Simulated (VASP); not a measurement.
Here is the system:

```yaml
crystal:
  lattice:
    - [-0.00515, 3.90162, 3.90240]
    - [3.90162, -0.00515, 3.90240]
    - [1.94824, 1.94824, 0.00000]
  atoms:
    - { symbol: Pt, position: [0.00000, 0.00000, 0.00000] }
    - { symbol: Pt, position: [0.00000, 0.50000, 0.00000] }
    - { symbol: Pt, position: [0.50000, 0.00000, 0.00000] }
    - { symbol: Pd, position: [0.50000, 0.50000, 0.00000] }
```

The numbers are results of PBEsol GGA, VASP's PBE PAW potentials (set 64) (plane waves; VASP), not measurements. Numerical set-up: 400 eV cut-off, 8×8×15 Γ-centred mesh, tetrahedra with Blöchl corrections, potentials Pt Pd.

The cores are frozen, which limits the accuracy of field gradients.

Give the principal components of the electric field gradient (V/Å²) and the asymmetry η at each nucleus.

| atom | Vxx | Vyy | Vzz | η |
|---|---|---|---|---|
| Pt1 | 3.0 | 2.1 | -5.1 | 0.18 |
| Pt2 | 8.2 | 1.0 | -9.3 | 0.78 |
| Pt3 | 8.2 | 1.0 | -9.3 | 0.78 |
| Pd4 | -3.6 | -1.3 | 4.9 | 0.46 |

The structure was generated: PdPt3 was put into an ordered model structure (Cmmm), which need not be its known phase. It was relaxed first.
